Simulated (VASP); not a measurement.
Consider the following.

```yaml
crystal:
  lattice:
    - [1.51427, -2.73208, 0.00000]
    - [1.51427, 2.73208, 0.00000]
    - [0.00000, 0.00000, 3.37149]
  atoms:
    - { symbol: Zr, position: [0.00000, 0.00000, 0.00000] }
    - { symbol: B, position: [0.33333, 0.66667, 0.50000] }
    - { symbol: B, position: [0.66667, 0.33333, 0.50000] }
```

Level of theory: PBEsol GGA, VASP's PBE PAW potentials (set 64) (plane waves; VASP). Settings: 600 eV cut-off, 10×10×8 Γ-centred mesh, first-order Methfessel-Paxton smearing of 0.10 eV, potentials Zr_sv B.

Question: Which forces act on the atoms, in eV/Å?

Answer: 
```json
[
 {"atom": "Zr1", "Fx": "0.000", "Fy": "0.000", "Fz": "0.000"},
 {"atom": "B2", "Fx": "0.000", "Fy": "0.070", "Fz": "0.000"},
 {"atom": "B3", "Fx": "0.000", "Fy": "-0.070", "Fz": "0.000"}
]
```

Question: Give the stress tensor in GPa (positive for a compressed cell).

Answer: 
```
34.18   0.00   0.00
 0.00   9.69   0.00
 0.00   0.00  28.39
```
The pressure is its mean diagonal, 24.09 GPa.

The compound is ZrB2 in the AlB2 type structure. This cell was strained or had an atom moved on purpose.
